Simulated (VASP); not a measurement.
Output of a VASP run:

**OSZICAR**
```
       N       E                     dE             d eps       ncg     rms          rms(c)
DAV:   1     0.216171912272E+02    0.21617E+02   -0.36676E+03   792   0.896E+02
DAV:   2    -0.227517877327E+02   -0.44369E+02   -0.43338E+02  1075   0.132E+02
DAV:   3    -0.245590183268E+02   -0.18072E+01   -0.17721E+01  1031   0.345E+01
DAV:   4    -0.245808085212E+02   -0.21790E-01   -0.21727E-01  1016   0.366E+00
DAV:   5    -0.245809477144E+02   -0.13919E-03   -0.13919E-03   990   0.313E-01    0.317E+00
DAV:   6    -0.242367859607E+02    0.34416E+00   -0.32227E+00   850   0.215E+01    0.189E+00
DAV:   7    -0.242557911819E+02   -0.19005E-01   -0.48706E-02   861   0.218E+00    0.950E-01
DAV:   8    -0.242130179516E+02    0.42773E-01   -0.58940E-02   794   0.316E+00    0.266E-01
DAV:   9    -0.242596479724E+02   -0.46630E-01   -0.48081E-02   792   0.294E+00    0.789E-02
DAV:  10    -0.242645556346E+02   -0.49077E-02   -0.70176E-03   794   0.107E+00    0.207E-02
DAV:  11    -0.242638532816E+02    0.70235E-03   -0.22922E-03   812   0.653E-01    0.414E-02
DAV:  12    -0.242649917030E+02   -0.11384E-02   -0.71808E-04   798   0.397E-01    0.100E-02
DAV:  13    -0.242650146965E+02   -0.22994E-04   -0.42503E-05   886   0.732E-02    0.292E-03
DAV:  14    -0.242650296098E+02   -0.14913E-04   -0.17865E-05   792   0.689E-02    0.351E-03
DAV:  15    -0.242650313618E+02   -0.17520E-05   -0.15072E-06   817   0.194E-02    0.119E-03
DAV:  16    -0.242650324605E+02   -0.10987E-05   -0.76018E-07   796   0.140E-02    0.367E-04
DAV:  17    -0.242650326169E+02   -0.15638E-06   -0.62985E-08   414   0.387E-03    0.262E-04
DAV:  18    -0.242650326797E+02   -0.62763E-07   -0.35950E-08   399   0.308E-03
   1 F= -.24265033E+02 E0= -.24265033E+02  d E =-.242650E+02
```

OUTCAR:
```
------------------------ aborting loop because EDIFF is reached ----------------------------------------
  FORCE on cell =-STRESS in cart. coord.  units (eV):
  Direction    XX          YY          ZZ          XY          YZ          ZX
  --------------------------------------------------------------------------------------
  Total       -0.0062599     -0.0086462     -0.0083844      0.0000000     -0.0000000      0.0007903
  in kB       -0.1602414     -0.2213244     -0.2146242      0.0000000     -0.0000000      0.0202304
  external PRESSURE =      -0.1987300 kB  Pullay stress =       0.0000000 kB
  volume of cell :       62.59
      direct lattice vectors                 reciprocal lattice vectors
     3.996449293 -2.182683284 -0.003884600     0.125015881 -0.229075837 -0.097917259
     3.996449293  2.182683284 -0.003884600     0.125015881  0.229075837 -0.097917259
     2.807852138  0.000000000  3.584925807     0.000270933  0.000000000  0.278733596
 POSITION                                       TOTAL-FORCE (eV/Angst)
 -----------------------------------------------------------------------------------
      2.51752      0.00000      0.83379         0.003203      0.000000      0.001061
      8.28323      0.00000      2.74337        -0.003203      0.000000     -0.001061
 -----------------------------------------------------------------------------------
    total drift:                               -0.000000      0.000000     -0.000000
  FREE ENERGIE OF THE ION-ELECTRON SYSTEM (eV)
  ---------------------------------------------------
  free  energy   TOTEN  =       -24.2650326797 eV

  energy  without entropy=      -24.2650326701  energy(sigma->0) =      -24.26503267

 reached required accuracy - stopping structural energy minimisation
```
(Selected blocks of OUTCAR.)

POSCAR:
```
Sb
1
    3.9964492934    -2.1826832837    -0.0038846002
    3.9964492934     2.1826832837    -0.0038846002
    2.8078521379     0.0000000000     3.5849258068
Sb
2
Direct
  0.2330873516   0.2330873516   0.2330873516
  0.7669126484   0.7669126484   0.7669126484
```

### Question
Write an INCAR and KPOINTS that could have produced this output.

### Answer
Several could match; the one computed here: the input of the run itself, TPSS meta-GGA, plane waves, VASP's PBE PAW potentials (set 64).

INCAR:
```
LASPH = .True.
SYSTEM = Sb
LWAVE = .False.
PREC = Accurate
NSW = 30   ! most ionic steps
LCHARG = .False.
SIGMA = 0.05   ! width (eV)
ALGO = Normal   ! blocked Davidson
ISMEAR = 0   ! Gaussian
ISIF = 4   ! ions and shape, fixed volume
NELM = 100
ENCUT = 520   ! plane-wave cut-off (eV)
LMIXTAU = .True.
EDIFF = 1E-7   ! SCF stop (eV)
EDIFFG = -0.01   ! ionic stop
LREAL = .False.
IBRION = 2   ! conjugate gradients
LMAXMIX = 4   ! l cut-off of mixed one-centre charges
METAGGA = TPSS
```

**KPOINTS**
```
Automatic mesh
0
Gamma
7 7 7
0 0 0
```

POTCAR, in this order: Sb (PBE.64 set). Program: vasp_std.

The compound is Sb in the a7 structure. It was relaxed first.
